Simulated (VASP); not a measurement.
Computed with r2SCAN meta-GGA, VASP's PBE PAW potentials (set 64) (plane waves; VASP).

VASP input:

INCAR:
```
# general
SYSTEM =NiSi2
PREC   =Accurate
ENCUT  =520
LREAL  =F
LASPH  =T

# electronic loop
EDIFF  =1E-6
NELM   =100
ALGO   =Normal
LMAXMIX=4
LMIXTAU=T

# smearing
ISMEAR =1
SIGMA  =0.1

# functional
METAGGA=R2SCAN

# ions
IBRION =2
NSW    =60
ISIF   =3
EDIFFG =-0.02

# output
LWAVE  =F
LCHARG =F
```

KPOINTS:
```
kpoints
0
gamma
9 9 9
0 0 0
```

**POSCAR**
```
NiSi2
1.0
  0.0000000000   2.6949412394   2.6949412394
  2.6949412394   0.0000000000   2.6949412394
  2.6949412394   2.6949412394   0.0000000000
Si Ni
2 1
Direct
  0.2500000000   0.2500000000   0.2500000000
  0.7500000000   0.7500000000   0.7500000000
  0.0000000000   0.0000000000   0.0000000000
```

POTCAR, in this order: Si Ni (PBE.64 set). Program: vasp_std.

Problem. What will the output report for the number of irreducible k-points (NKPTS), largest plane-wave count, number of space-group operations, FFT grid (NGX, NGY, NGZ)?

Solution. 
```
Item                                           Value
--------------------------------------  ------------
number of irreducible k-points (NKPTS)            35
largest plane-wave count                        1067
number of space-group operations                  48
FFT grid (NGX, NGY, NGZ)                28 × 28 × 28
```

The compound is NiSi2 in the fluorite structure. It was relaxed first. The run is not spin-polarised, so no magnetic state was tried.
